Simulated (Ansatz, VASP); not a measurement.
# Cross-check of TaRu between VASP and Ansatz, part 2 of 2

Wanted: the spread between two codes on one cell, functional and k mesh. The cell is taken from a series of runs on this material, whose earlier steps may have relaxed, scaled, displaced or heated it; both programs get it as it stands.

VASP 6.6.1 and Ansatz 0.2.0.

So far: The structure; VASP: relaxation of cell and atoms, PBEsol.

**3. Ansatz: relaxation of cell and atoms, PBEsol**

Level of this step: Ansatz beside VASP: Kohn-Sham DFT, plane waves, PBEsol (Ansatz).

Ansatz runs on its PAW soft_1 files.

The same cell, functional, mesh and smearing now go to Ansatz, which takes its cutoff from its data sets.

The input, input.yaml:

```yaml
crystal:
  lattice:
    - [-3.1394054961, 0.0, 3.1394054961]
    - [-3.1394054961, 3.1394054961, 0.0]
    - [-6.2788109923, -3.1394054961, -3.1394054961]
  atoms:
    - { symbol: Ta, position: [0.879155986, 0.879155986, 0.3625320419] }
    - { symbol: Ta, position: [0.625, 0.625, 0.125] }
    - { symbol: Ta, position: [0.370844014, 0.370844014, 0.8874679581] }
    - { symbol: Ta, position: [0.125, 0.125, 0.625] }
    - { symbol: Ru, position: [0.2435633484, 0.2435633484, 0.2693099548] }
    - { symbol: Ru, position: [0.0064366516, 0.0064366516, 0.9806900452] }
    - { symbol: Ru, position: [0.7564366516, 0.7564366516, 0.7306900452] }
    - { symbol: Ru, position: [0.4935633484, 0.4935633484, 0.5193099548] }
kpoints:
  mp_grid: { grid: [10, 10, 10] }
hamiltonian:
  xc: pbesol
  pseudopotentials: { kind: paw, azcp: { folder: soft_1 }, xc_functional: pbe }
scf:
  occupations: { method: methfessel_paxton, width: 0.2 }
output:
  forces: true
  stress: true
  eigenvalues: true
relax:
  adjacent_minimum: "off"
  f_tol: 0.002
  max_steps: 120
  cell: { stress_tol: 0.03 }
```

Run with:

```
$ ansatz run input.yaml --threads 4 --pin off --max-ram 10240MiB --backend cpu --events-out ev --progress --plain --runs-dir out
```

Numbers of over 12 decimals in the logs are rounded to 6 here.

Output:

```text
Engine: ansatz 0.2.0, x86_64-unknown-linux-gnu
Pseudopotentials: kind: paw
Pseudopotential: Ta, paw, valence charge 13, recommended cutoff 420 eV (normal), soft_1/Ta.paw.azcp
Pseudopotential: Ru, paw, valence charge 16, recommended cutoff 420 eV (normal), soft_1/Ru.paw.azcp
Functional definition: PBEsol
  exchange = pbesol_x
  correlation = pbesol_c
Crystal: 8 atoms, lattice volume = 123.766 Å³
Basis set: ecut = 420 eV, 2437 PW (Γ), exchange–correlation on 60×60×108 points (8 copies of the dense FFT grid, shifted against one another)
Bands: 70, of which v1, the nominal top of the filled ones, is band 58 counted from 1 (57 counted from 0)
Symmetry: 12 space group operations
Space group: R-3m (ITA 166), of the structure as read, at distance tolerance 5.0e-5 Å
k-points: 116 of 1000
Non-local potential: Ta, projectors of the file, l = 0: 3, l = 1: 2, l = 2: 2, l = 3: 1
Non-local potential: Ru, projectors of the file, l = 0: 3, l = 1: 2, l = 2: 2, l = 3: 1
PAW form: soft (Blöchl's): semilocal exchange-correlation on the pseudo side does not see the compensation charge
PAW frozen core: Ta, regenerated for the run's functional, and the local potential with it (the file was generated under x = pbe(κ = 0.804, μ = 0.219515), c = pbe(β = 0.066725))
PAW frozen core: Ru, regenerated for the run's functional, and the local potential with it (the file was generated under x = pbe(κ = 0.804, μ = 0.219515), c = pbe(β = 0.066725))
PAW one-centre angular grid: Ta, 590 points (default); XC on 64 Gauss nodes
PAW one-centre angular grid: Ru, 590 points (default); XC on 64 Gauss nodes
Initial density: superposition of atomic densities (chi_scale 0.1, normalization cell, long waves kept (reshape's long-wave potential 0.03 eV rms))
Initial wavefunctions: pseudopotential atomic-orbital guess
Functional: x = pbesol(κ = 0.804, μ = 0.123457), c = pbesol(β = 0.046)
SCF iter   1: F=—  HF=-62514.640919 eV  |F-HF|=—  |Δ(HF+E_count)|=         —  Δρ=2.45e-1  dr2=1.26e2  ethr=3.10e-3  ⟨swp⟩=4.6  Hψ=24885  notcnv=0
preconditioner: auto → Kerker (q_TF=auto, 2.699 Å⁻¹)  [metal: Δε(μ)=0.002 eV  Ē_g=5.061 eV  σ=0.200 eV  W_gap=0.01  n_scr=36 (ndim 8)  ℏωp=24.1 eV  f_vac=0.000  D(μ)=6.11/eV (n_scr^D=60)]
SCF iter   2: F=—  HF=-62500.951444 eV  |F-HF|=—  |Δ(HF+E_count)|=    1.37e1  S|Δr|=    0.00e0  Δρ=1.09e-1  dr2=2.60e1  ethr=3.10e-3  ⟨swp⟩=3.0  Hψ=18426  notcnv=0  defer=256
SCF iter   3: F=—  HF=-62498.097842 eV  |F-HF|=—  |Δ(HF+E_count)|=    2.85e0  S|Δr|=    0.00e0  Δρ=2.23e-2  dr2=6.26e-1  ethr=3.10e-3  ⟨swp⟩=3.0  Hψ=13913  notcnv=0  defer=218
SCF iter   4: F=—  HF=-62498.055200 eV  |F-HF|=—  |Δ(HF+E_count)|=   4.26e-2  S|Δr|=    0.00e0  Δρ=1.11e-2  dr2=2.07e-1  ethr=5.40e-4  ⟨swp⟩=2.1  Hψ=15984  notcnv=0  defer=194
SCF iter   5: F=—  HF=-62498.031998 eV  |F-HF|=—  |Δ(HF+E_count)|=   2.32e-2  S|Δr|=    0.00e0  Δρ=3.95e-3  dr2=2.84e-2  ethr=1.79e-4  ⟨swp⟩=1.0  Hψ=7987  notcnv=0  defer=194
SCF iter   6: F=—  HF=-62498.028736 eV  |F-HF|=—  |Δ(HF+E_count)|=   3.26e-3  S|Δr|=    0.00e0  Δρ=4.78e-4  dr2=4.73e-4  ethr=2.45e-5  ⟨swp⟩=2.0  Hψ=9406  notcnv=0  defer=194
SCF iter   7: F=—  HF=-62498.028698 eV  |F-HF|=—  |Δ(HF+E_count)|=   3.89e-5  S|Δr|=    0.00e0  Δρ=5.41e-5  dr2=1.40e-5  ethr=4.08e-7  ⟨swp⟩=2.0  Hψ=10665  notcnv=0  defer=194
SCF iter   8: F=—  HF=-62498.028696 eV  |F-HF|=—  |Δ(HF+E_count)|=   1.41e-6  S|Δr|=    0.00e0  Δρ=1.55e-5  dr2=3.06e-7  ethr=1.21e-8  ⟨swp⟩=1.8  Hψ=8911  notcnv=0  defer=194
SCF iter   9: F=-62498.028696 eV  HF=-62498.028696 eV  |F-HF|=3.10e-8  |Δ(HF+E_count)|=   3.19e-8  S|Δr|=    0.00e0  Δρ=4.80e-6  dr2=3.59e-8  ethr=8.62e-11  ⟨swp⟩=10.6  Hψ=31197  notcnv=0
SCF 1 converged in 9 iterations: F = -62498.028696 eV  dr2 = 3.59e-8
  greatest PAW one-centre occupation: 1.000 electrons in one spin orbital (limit 2), on the Ru atom at site 5 (counted from 0), in its partial waves of l = 0
relax step   1: F+E_penalty+E_count = -62498.02869608 eV  Δ(F+E_penalty+E_count) = +0.000e0 eV  max|allowed force component| = 5.135e-1 eV/Å  Δτ_max = 0.0000 Å  P = +0.966 GPa  Ω = 123.766 Å³  (9 SCF iters, dr2 threshold 1.00e-7 eV, accepted)
[...]
relax step   9: F+E_penalty+E_count = -62498.14839510 eV  Δ(F+E_penalty+E_count) = -6.575e-7 eV  max|allowed force component| = 7.573e-4 eV/Å  Δτ_max = 0.0001 Å  P = +0.007 GPa  Ω = 124.287 Å³  energy of the carried Pulay correction = -1.319e-6 eV  (4 SCF iters, dr2 threshold 3.46e-9 eV, accepted)
[...]
relax step  10: F+E_penalty+E_count = -62498.14839490 eV  Δ(F+E_penalty+E_count) = +2.007e-7 eV  max|allowed force component| = 7.613e-4 eV/Å  Δτ_max = 0.0000 Å  P = +0.007 GPa  Ω = 124.287 Å³  stress off target by 1.13e-2 GPa  SCF on the basis re-selected at this cell (its energy is not comparable with the rows above)  (5 SCF iters)
basis re-selected at this cell: Δ(F+E_penalty+E_count) = +2.007e-7 eV, ΔP = +0.000 GPa vs the last step (what re-selecting the basis moved, of the pressure what is left beyond the Pulay correction that the steps carried, after the strain that the cell walked since its last selection, with what the two solves' SCF thresholds leave and, on support functions, any second-order correction that the steps lacked; it is no m [...]
SCF converged after 5 iterations
Stability not checked: this state was not tested for a lower state beside it, because cold or Methfessel-Paxton smearing, or corrected tetrahedra, fill the levels in a way that the test cannot read (fill_not_monotonic; see scf.lower_state_search)
Free energy (F): -62498.148395 eV
Harris-Foulkes:  -62498.148395 eV  (|F-HF|=1.46e-11)
Internal energy: -62498.143730 eV  (E = F + TS)
E sigma→0 (E₀):  -62498.147229 eV
Entropy (-TS):   -0.004665 eV (-0.583 meV/atom)
Fermi energy:    21.513300 eV
Step filling:    the computed levels leave a gap of 0.0025 eV = 0.0 smearing widths at the electron count; against every level under it full and every level over it empty, smearing changes F+E_penalty+E_count by +0.041 meV and its σ→0 estimate by +1.207 meV
--- Per-component energies (eV) ---
  E_band       = -675.000612
  E_kinetic    = 3415.439390
  E_local      = -7710.075326  (includes V_loc(G=0)·N_el)
  E_nonlocal   = 1630.206698
  E_hartree    = 2677.562755
  E_xc         = -1953.360016
  E_vxc        = -1794.193045  (∫ρ·V_xc dr)
  E_paw        = -46488.453546  (= ΣΔE_a)
  E_vpaw       = -1571.506693  (= ΣTr[D̂ρ^β])
  E_aug_tail   = 0.002960  (compensation charges beyond the density's cutoff)
  E_ewald      = -14071.334683
  E_core_change = 1.868038  (= ΣΔE_core)
  E_smearing   = -0.004665  (= −TS)
  E_closure    = 0.000000  (closes the sum)
  Σ components = -62498.148395   (vs F -62498.148395, Δ=0.00e0)
--- Forces (eV/Å), atoms counted from 1 ---
  atom   1  Ta     0.00047306     0.00047306     0.00047306
  atom   2  Ta     0.00000000     0.00000000     0.00000000
  atom   3  Ta    -0.00047306    -0.00047306    -0.00047306
  atom   4  Ta     0.00000000     0.00000000     0.00000000
  atom   5  Ru    -0.00076132    -0.00076132    -0.00076132
  atom   6  Ru     0.00076132     0.00076132     0.00076132
  atom   7  Ru     0.00033592     0.00033592     0.00033592
  atom   8  Ru    -0.00033592    -0.00033592    -0.00033592
  max |Σ_I F_I| component: 1.62e-17 eV/Å
--- Stress (GPa, compression-positive) ---
        0.006983       0.002163       0.002163
        0.002163       0.006983       0.002163
        0.002163       0.002163       0.006983
  P = ⅓ Tr σ = 0.0070 GPa (0.070 kbar)
--- Band table (eV; the first three rows and the last of 116) ---
  k-point 0: bands = [... 54 lower, 19.3957, 19.6081, 21.3252, 21.3252, 22.4261, 22.4261, 22.5868, 22.5868, ... 8 higher]
  k-point 1: bands = [... 54 lower, 19.3819, 19.6433, 21.3385, 21.3385, 22.3732, 22.3732, 22.6048, 22.6048, ... 8 higher]
  k-point 2: bands = [... 54 lower, 19.4390, 19.7492, 21.3753, 21.3753, 22.2693, 22.2693, 22.6066, 22.6066, ... 8 higher]
  k-point 115: bands = [... 54 lower, 19.8200, 19.8611, 21.0495, 21.4933, 21.5232, 21.5915, 22.0648, 22.3514, ... 8 higher]
--- Relaxed structure (8 steps of the walk, 8 accepted, 2 SCFs on fresh bases) ---
  F+E_penalty+E_count = -62498.14839490 eV   max|allowed force component| = 7.613e-4 eV/Å   (the final SCF, on the basis selected at the relaxed cell)
  cell:  # Å, volume = 124.2875 Å³
    - [-3.120516, 1.2424877099403986e-11, 3.120516]
    - [-3.120516, 3.120516, 1.2424875872864743e-11]
    - [-6.334890, -3.214374, -3.214374]
  atoms:
    - { symbol: Ta, position: [0.880758, 0.880758, 0.357725] }
    - { symbol: Ta, position: [0.625, 0.625000, 0.125000] }
    - { symbol: Ta, position: [0.369242, 0.369242, 0.892275] }
    - { symbol: Ta, position: [0.125000, 0.125000, 0.625] }
    - { symbol: Ru, position: [0.240610, 0.240610, 0.278171] }
    - { symbol: Ru, position: [0.00939018, 0.00939018, 0.971829] }
    - { symbol: Ru, position: [0.753628, 0.753628, 0.739115] }
    - { symbol: Ru, position: [0.496372, 0.496372, 0.510885] }
```

**4. Differences**

Known differences besides the potentials themselves: the data sets hold 116 valence electrons in Ansatz (on its PAW soft_1 files) and 100 in VASP; the cutoff is 420 eV in Ansatz and 500 eV in VASP; Ansatz makes its cores anew for this functional, VASP keeps those of its PBE data sets; Ansatz adds a Pulay correction to the stress that steers its cell, VASP none. Total energies have different zeros and are not compared.

Both answers:

```
                                         quantity  Ansatz    VASP  difference
                                      volume (Å³)  124.29  124.38     -0.07 %
edge a after relaxation, in the typed setting (Å)   4.413   4.414     -0.03 %
edge c after relaxation, in the typed setting (Å)   7.797   7.798     -0.02 %
```

**5. Outcome**

| Item | Value |
| --- | --- |
| difference in volume (relaxation of cell and atoms, PBEsol) | -0.074 % |

In words: The difference in volume is -0.074 % (relaxation of cell and atoms, PBEsol), within the 1.2 % picked in this series as the mark of a large difference, as far as the stopping tolerances let one tell. The data sets hold unlike numbers of valence electrons (116 in Ansatz and 100 in VASP), so part of the differences comes from the potentials. How closely two codes agree says nothing of how well the functional describes the real material.

[Lines on the potential files, build, host, timing and source positions are cut from VASP's logs without a mark.]

[Logs are printed without paths, hosts, clocks, repeated set-up lines and the standing remarks that a program may print on its own settings, such as how far it seeks lower states.]

[Hosts, paths, dates, database ids (printed as entryN), source tags and the programs' standing remarks are cut or masked in the printed files.]
